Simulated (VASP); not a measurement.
An input for Quantum ESPRESSO's pw.x (written as the equivalent of a VASP run, and not itself run):

```
&CONTROL
  calculation = 'scf'
  pseudo_dir = './pseudo'
  outdir = './out'
  tprnfor = .true.
  tstress = .true.
/
&SYSTEM
  ibrav = 0
  nat = 2
  ntyp = 2
  ecutwfc = 68
  occupations = 'smearing'
  smearing = 'fermi-dirac'
  degauss = 0.00735
  input_dft = 'pbesol'
/
&ELECTRONS
  conv_thr = 7.3e-08
  electron_maxstep = 100
/
ATOMIC_SPECIES
  Hg 200.592 Hg.upf
  Sr 87.620 Sr.upf
CELL_PARAMETERS angstrom
     3.9550000    0.0000000    0.0000000
     0.0000000    3.9550000    0.0000000
     0.0000000    0.0000000    3.9550000
ATOMIC_POSITIONS crystal
  Hg   0.0000000  0.0000000  0.0000000
  Sr   0.5000000  0.5000000  0.5000000
K_POINTS automatic
  6 6 6 0 0 0
```

Task: Write the VASP files for the same calculation (PBEsol).

Result: One answer among several that fit: 
INCAR:
```
LASPH = .TRUE.
PREC = Accurate
LWAVE = .FALSE.
ISIF = 2   # forces and stress, cell fixed
GGA = PS
LCHARG = .FALSE.
LMAXMIX = 6   # l cut-off of mixed one-centre charges
EDIFF = 1E-6
NELM = 100   # most electronic steps
ALGO = Normal
ISMEAR = -1   # Fermi-Dirac
SYSTEM = SrHg
LREAL = .FALSE.   # projection in real space or not
SIGMA = 0.1   # width (eV)
ENCUT = 300   # plane-wave cut-off (eV)
```

POSCAR:
```
SrHg
1
    3.9550000000     0.0000000000     0.0000000000
    0.0000000000     3.9550000000     0.0000000000
    0.0000000000     0.0000000000     3.9550000000
Hg Sr
1 1
Direct
  0.0000000000   0.0000000000   0.0000000000
  0.5000000000   0.5000000000   0.5000000000
```

### KPOINTS
```
K-points
0
Gamma
6 6 6
```

POTCAR, in this order: Hg Sr_sv (PBE.64 set). Program: vasp_std.

What does not carry over: the potentials are each code's own (VASP's PAW set, PseudoDojo norm-conserving files in pw.x), so ENCUT and ecutwfc are chosen apart and not converted; conv_thr bounds pw.x's estimated SCF error, while EDIFF bounds the energy change between steps.

The structure comes from a measured SrHg entry (Pm-3m) of the Crystallography Open Database, whose conditions weren't checked. The cell was not relaxed at this level. The run is one of a series of settings (KPOINTS 6×6×6 Γ-centred mesh against the base run), some of them coarse on purpose.
